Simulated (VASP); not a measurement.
These are PBE GGA, VASP's PBE PAW potentials (set 64) (plane waves; VASP) values and carry that method's errors.

A VASP calculation is set up with these files.

### KPOINTS
```
Automatic mesh
0
Gamma
14 14 8
0 0 0
```

### INCAR
```
# general
SYSTEM = C
PREC   = Accurate
ENCUT  = 400
LREAL  = F
LASPH  = T

# electronic loop
EDIFF  = 1E-6
NELM   = 100
ALGO   = Normal

# smearing
ISMEAR = 0
SIGMA  = 0.05

# functional
GGA    = PE

# ions
IBRION = 2
NSW    = 50
ISIF   = 3
EDIFFG = -0.01

# output
LWAVE  = F
LCHARG = F
```

POSCAR:
```
C
1
    2.1816330000     0.0000000000     0.0000000000
   -1.0908160000     1.8893490000     0.0000000000
    0.0000000000     0.0000000000     3.5420850000
C
2
Direct
  0.2940970000   0.6451370000   0.2509280000
  0.7059030000   0.3548630000   0.7490720000
```

POTCAR, in this order: C (PBE.64 set). Program: vasp_std.

Output of the run:

**OSZICAR**
```
...
DAV:   2    -0.126586956829E+02    0.74812E-05   -0.10185E-04 16568   0.109E-01    0.258E-02
DAV:   3    -0.126586893410E+02    0.63418E-05   -0.12489E-05 15056   0.300E-02    0.290E-03
DAV:   4    -0.126586892428E+02    0.98253E-07   -0.12269E-06  9144   0.108E-02
  38 F= -.12658689E+02 E0= -.12658471E+02  d E =-.183108E-02
       N       E                     dE             d eps       ncg     rms          rms(c)
DAV:   1    -0.126635972333E+02   -0.49079E-02   -0.99193E-02 13224   0.290E+00    0.135E-01
DAV:   2    -0.126635115529E+02    0.85680E-04   -0.95532E-04 16552   0.330E-01    0.794E-02
DAV:   3    -0.126634507256E+02    0.60827E-04   -0.13124E-04 14992   0.965E-02    0.983E-03
DAV:   4    -0.126634497273E+02    0.99829E-06   -0.13522E-05 13816   0.357E-02    0.383E-03
DAV:   5    -0.126634498459E+02   -0.11860E-06   -0.38188E-07  8288   0.695E-03
  39 F= -.12663450E+02 E0= -.12663200E+02  d E =-.659168E-02
       N       E                     dE             d eps       ncg     rms          rms(c)
DAV:   1    -0.126709381864E+02   -0.74885E-02   -0.39595E-01 13296   0.578E+00    0.248E-01
DAV:   2    -0.126708663801E+02    0.71806E-04   -0.34190E-03 16752   0.640E-01    0.149E-01
DAV:   3    -0.126706944175E+02    0.17196E-03   -0.31568E-04 15296   0.152E-01    0.125E-02
DAV:   4    -0.126706932416E+02    0.11759E-05   -0.17941E-05 14552   0.422E-02    0.691E-03
DAV:   5    -0.126706936764E+02   -0.43481E-06   -0.98665E-07 10408   0.104E-02
  40 F= -.12670694E+02 E0= -.12670446E+02  d E =-.138355E-01
       N       E                     dE             d eps       ncg     rms          rms(c)
DAV:   1    -0.126769089746E+02   -0.62157E-02   -0.15823E+00 13344   0.115E+01    0.490E-01
DAV:   2    -0.126768208594E+02    0.88115E-04   -0.13452E-02 16792   0.127E+00    0.296E-01
DAV:   3    -0.126762645455E+02    0.55631E-03   -0.11435E-03 15568   0.295E-01    0.253E-02
DAV:   4    -0.126762578895E+02    0.66560E-05   -0.78352E-05 14264   0.855E-02    0.133E-02
DAV:   5    -0.126762594198E+02   -0.15303E-05   -0.36927E-06 15952   0.203E-02    0.463E-03
DAV:   6    -0.126762595749E+02   -0.15511E-06   -0.36481E-07  7208   0.658E-03
  41 F= -.12676260E+02 E0= -.12675804E+02  d E =-.194014E-01
       N       E                     dE             d eps       ncg     rms          rms(c)
DAV:   1    -0.126918283632E+02   -0.15569E-01   -0.48801E-02 13080   0.204E+00    0.111E-01
DAV:   2    -0.126917619916E+02    0.66372E-04   -0.32491E-04 17352   0.181E-01    0.657E-02
DAV:   3    -0.126917206934E+02    0.41298E-04   -0.68129E-05 15328   0.735E-02    0.553E-03
DAV:   4    -0.126917206928E+02    0.59669E-09   -0.21955E-06 13824   0.161E-02
  42 F= -.12691721E+02 E0= -.12691326E+02  d E =-.154611E-01
       N       E                     dE             d eps       ncg     rms          rms(c)
DAV:   1    -0.127349185715E+02   -0.43198E-01   -0.43320E-01 12968   0.609E+00    0.297E-01
DAV:   2    -0.127345808824E+02    0.33769E-03   -0.28622E-03 17240   0.536E-01    0.178E-01
DAV:   3    -0.127343147028E+02    0.26618E-03   -0.45676E-04 15800   0.188E-01    0.151E-02
DAV:   4    -0.127343146311E+02    0.71756E-07   -0.99025E-06 15056   0.341E-02
  43 F= -.12734315E+02 E0= -.12734043E+02  d E =-.580551E-01
       N       E                     dE             d eps       ncg     rms          rms(c)
DAV:   1    -0.127926127833E+02   -0.58298E-01   -0.17109E+00 12960   0.121E+01    0.558E-01
DAV:   2    -0.127917383023E+02    0.87448E-03   -0.11425E-02 17128   0.107E+00    0.337E-01
DAV:   3    -0.127909140624E+02    0.82424E-03   -0.16618E-03 16000   0.368E-01    0.292E-02
DAV:   4    -0.127909142528E+02   -0.19044E-06   -0.40132E-05 15336   0.691E-02    0.174E-02
DAV:   5    -0.127909160679E+02   -0.18151E-05   -0.42741E-06 16064   0.217E-02    0.181E-03
DAV:   6    -0.127909160423E+02    0.25577E-07   -0.11719E-07  6760   0.369E-03
  44 F= -.12790916E+02 E0= -.12790587E+02  d E =-.114656E+00
       N       E                     dE             d eps       ncg     rms          rms(c)
DAV:   1    -0.128482928955E+02   -0.57377E-01   -0.68720E+00 13032   0.240E+01    0.968E-01
DAV:   2    -0.128477079064E+02    0.58499E-03   -0.46564E-02 16728   0.217E+00    0.594E-01
DAV:   3    -0.128457872826E+02    0.19206E-02   -0.54864E-03 16128   0.684E-01    0.478E-02
DAV:   4    -0.128457946928E+02   -0.74102E-05   -0.15372E-04 15912   0.137E-01    0.295E-02
DAV:   5    -0.128458023585E+02   -0.76657E-05   -0.13775E-05 16608   0.410E-02    0.238E-03
DAV:   6    -0.128458023227E+02    0.35723E-07   -0.24582E-07  7672   0.551E-03
  45 F= -.12845802E+02 E0= -.12845542E+02  d E =-.169543E+00
       N       E                     dE             d eps       ncg     rms          rms(c)
DAV:   1    -0.128452914917E+02    0.51087E-03   -0.27791E-01 12872   0.488E+00    0.198E-01
DAV:   2    -0.128452210886E+02    0.70403E-04   -0.21703E-03 16776   0.465E-01    0.119E-01
DAV:   3    -0.128451217500E+02    0.99339E-04   -0.27263E-04 16128   0.146E-01    0.107E-02
DAV:   4    -0.128451225250E+02   -0.77499E-06   -0.87249E-06 15936   0.325E-02
  46 F= -.12845123E+02 E0= -.12844790E+02  d E =-.168863E+00
       N       E                     dE             d eps       ncg     rms          rms(c)
DAV:   1    -0.128751212856E+02   -0.30000E-01   -0.17564E-01 14680   0.394E+00    0.255E-01
DAV:   2    -0.128742078170E+02    0.91347E-03   -0.22419E-03 16408   0.508E-01    0.142E-01
DAV:   3    -0.128737263933E+02    0.48142E-03   -0.84985E-04 16184   0.249E-01    0.777E-03
DAV:   4    -0.128737285803E+02   -0.21870E-05   -0.34101E-05 14216   0.635E-02    0.513E-03
DAV:   5    -0.128737286039E+02   -0.23575E-07   -0.56690E-07  9392   0.717E-03
  47 F= -.12873729E+02 E0= -.12873524E+02  d E =-.286061E-01
       N       E                     dE             d eps       ncg     rms          rms(c)
DAV:   1    -0.129334995829E+02   -0.59771E-01   -0.14330E+00 14704   0.112E+01    0.682E-01
DAV:   2    -0.129270895977E+02    0.64100E-02   -0.18348E-02 16224   0.145E+00    0.384E-01
DAV:   3    -0.129234796703E+02    0.36099E-02   -0.60936E-03 15976   0.659E-01    0.163E-02
DAV:   4    -0.129235008572E+02   -0.21187E-04   -0.21697E-04 14816   0.161E-01    0.124E-02
DAV:   5    -0.129235020549E+02   -0.11977E-05   -0.24412E-06 16064   0.159E-02    0.184E-03
DAV:   6    -0.129235019653E+02    0.89638E-07   -0.35309E-07  7424   0.499E-03
  48 F= -.12923502E+02 E0= -.12923341E+02  d E =-.783794E-01
       N       E                     dE             d eps       ncg     rms          rms(c)
DAV:   1    -0.129667064624E+02   -0.43204E-01   -0.57251E+00 14304   0.222E+01    0.142E+00
DAV:   2    -0.129381865402E+02    0.28520E-01   -0.74428E-02 16544   0.292E+00    0.795E-01
DAV:   3    -0.129228002698E+02    0.15386E-01   -0.25280E-02 15432   0.138E+00    0.415E-02
DAV:   4    -0.129228981358E+02   -0.97866E-04   -0.10699E-03 14968   0.352E-01    0.310E-02
DAV:   5    -0.129229057979E+02   -0.76621E-05   -0.49306E-06 16688   0.250E-02    0.984E-03
DAV:   6    -0.129229067265E+02   -0.92856E-06   -0.81851E-07  9736   0.108E-02
  49 F= -.12922907E+02 E0= -.12922336E+02  d E =-.777842E-01
       N       E                     dE             d eps       ncg     rms          rms(c)
DAV:   1    -0.129299698924E+02   -0.70641E-02   -0.32288E-01 14144   0.531E+00    0.368E-01
DAV:   2    -0.129279738145E+02    0.19961E-02   -0.45863E-03 16696   0.725E-01    0.207E-01
DAV:   3    -0.129269184687E+02    0.10553E-02   -0.17888E-03 15424   0.370E-01    0.100E-02
DAV:   4    -0.129269243121E+02   -0.58435E-05   -0.87013E-05 14624   0.998E-02    0.704E-03
DAV:   5    -0.129269246335E+02   -0.32137E-06   -0.71106E-07 10984   0.869E-03
  50 F= -.12926925E+02 E0= -.12926456E+02  d E =-.818021E-01
```

### OUTCAR
```
------------------------ aborting loop because EDIFF is reached ----------------------------------------
  FORCE on cell =-STRESS in cart. coord.  units (eV):
  Direction    XX          YY          ZZ          XY          YZ          ZX
  --------------------------------------------------------------------------------------
  Total       -0.1565388     -0.8921065     -0.4723731      0.1209246     -0.3158943     -0.1552368
  in kB      -22.1539845   -126.2544433    -66.8521138     17.1137297    -44.7066138    -21.9697294
  external PRESSURE =     -71.7535139 kB  Pullay stress =       0.0000000 kB
  volume of cell :       11.32
      direct lattice vectors                 reciprocal lattice vectors
     1.804039512 -0.479552858 -0.008026064     0.663784449  0.411920877 -0.005539565
    -1.340694597  2.160538367  0.006974460     0.147321134  0.554279126 -0.004110592
     0.015591435  0.021650659  3.478198986     0.001236298 -0.000160915  0.287500575
 POSITION                                       TOTAL-FORCE (eV/Angst)
 -----------------------------------------------------------------------------------
     -0.65492      1.09443      0.82490        -0.085507     -0.172082     -0.633631
      1.13385      0.60821      2.65225         0.085507      0.172082      0.633631
 -----------------------------------------------------------------------------------
    total drift:                               -0.000000     -0.000000      0.000000
  FREE ENERGIE OF THE ION-ELECTRON SYSTEM (eV)
  ---------------------------------------------------
  free  energy   TOTEN  =       -12.9269246335 eV

  energy  without entropy=      -12.9259879291  energy(sigma->0) =      -12.92645628
```
(Selected blocks of OUTCAR.)

CONTCAR:
```
C
   1.00000000000000
     1.8040395121767834   -0.4795528584450622   -0.0080260643819086
    -1.3406945971181610    2.1605383669856479    0.0069744601350843
     0.0155914349646988    0.0216506593669753    3.4781989858339122
  C
     2
Direct
     0.0115256248223024    0.5067462396161431    0.2361720408958083
     0.9884743751776978    0.4932537603838569    0.7638279591041919
```

### stdout
```
...
DAV:   5    -0.128737286039E+02   -0.23575E-07   -0.56690E-07  9392   0.717E-03
  47 F= -.12873729E+02 E0= -.12873524E+02  d E =-.286061E-01
 trial-energy change:   -0.028606  1 .order   -0.028438   -0.030997   -0.025879
 step:   0.3352(harm=  0.5248)  dis= 0.01232  next Energy=   -12.914814 (dE=-0.697E-01)
 bond charge predicted
       N       E                     dE             d eps       ncg     rms          rms(c)
DAV:   1    -0.129334995829E+02   -0.59771E-01   -0.14330E+00 14704   0.112E+01    0.682E-01
DAV:   2    -0.129270895977E+02    0.64100E-02   -0.18348E-02 16224   0.145E+00    0.384E-01
DAV:   3    -0.129234796703E+02    0.36099E-02   -0.60936E-03 15976   0.659E-01    0.163E-02
DAV:   4    -0.129235008572E+02   -0.21187E-04   -0.21697E-04 14816   0.161E-01    0.124E-02
DAV:   5    -0.129235020549E+02   -0.11977E-05   -0.24412E-06 16064   0.159E-02    0.184E-03
DAV:   6    -0.129235019653E+02    0.89638E-07   -0.35309E-07  7424   0.499E-03
  48 F= -.12923502E+02 E0= -.12923341E+02  d E =-.783794E-01
 curvature:  -0.22 expect dE=-0.112E-01 dE for cont linesearch -0.614E-02
 ZBRENT: increasing intervall
 opt :   0.8323  next Energy=   -12.875912 (dE=-0.308E-01)
 bond charge predicted
       N       E                     dE             d eps       ncg     rms          rms(c)
DAV:   1    -0.129667064624E+02   -0.43204E-01   -0.57251E+00 14304   0.222E+01    0.142E+00
DAV:   2    -0.129381865402E+02    0.28520E-01   -0.74428E-02 16544   0.292E+00    0.795E-01
DAV:   3    -0.129228002698E+02    0.15386E-01   -0.25280E-02 15432   0.138E+00    0.415E-02
DAV:   4    -0.129228981358E+02   -0.97866E-04   -0.10699E-03 14968   0.352E-01    0.310E-02
DAV:   5    -0.129229057979E+02   -0.76621E-05   -0.49306E-06 16688   0.250E-02    0.984E-03
DAV:   6    -0.129229067265E+02   -0.92856E-06   -0.81851E-07  9736   0.108E-02
  49 F= -.12922907E+02 E0= -.12922336E+02  d E =-.777842E-01
 curvature:   1.67 expect dE= 0.152E+00 dE for cont linesearch  0.476E-02
 ZBRENT: bracketing found
 ZBRENT: interpolating
 opt :   0.7129  next Energy=   -12.924821 (dE=-0.797E-01)
 bond charge predicted
       N       E                     dE             d eps       ncg     rms          rms(c)
DAV:   1    -0.129299698924E+02   -0.70641E-02   -0.32288E-01 14144   0.531E+00    0.368E-01
DAV:   2    -0.129279738145E+02    0.19961E-02   -0.45863E-03 16696   0.725E-01    0.207E-01
DAV:   3    -0.129269184687E+02    0.10553E-02   -0.17888E-03 15424   0.370E-01    0.100E-02
DAV:   4    -0.129269243121E+02   -0.58435E-05   -0.87013E-05 14624   0.998E-02    0.704E-03
DAV:   5    -0.129269246335E+02   -0.32137E-06   -0.71106E-07 10984   0.869E-03
  50 F= -.12926925E+02 E0= -.12926456E+02  d E =-.818021E-01
 curvature:  -0.67 expect dE=-0.498E-01 dE for cont linesearch -0.335E-02
 ZBRENT: bisectioning
 opt :   0.5240  next Energy=   -12.936486 (dE=-0.914E-01)
```

Convergence was not reached.

The run did not end as a converged relaxation. At this cut-off the stress carries a Pulay error, which pulls relaxed volumes low. Energy and stress use the plane-wave basis of the starting cell.

The structure was generated: C was put into an ordered model structure, which need not be its known phase. In the starting cell atoms are displaced from their ideal sites. This run relaxes it. Symmetry was kept, so distortions that lower it aren't found. The k-mesh is coarse (spacing up to 0.35 per Å, 2π included), so the numbers may not be converged in it. The run is one of a series of settings (EDIFFG = -0.01, IBRION = 2, ISIF = 3, NSW = 50 against the base run), some of them coarse on purpose.
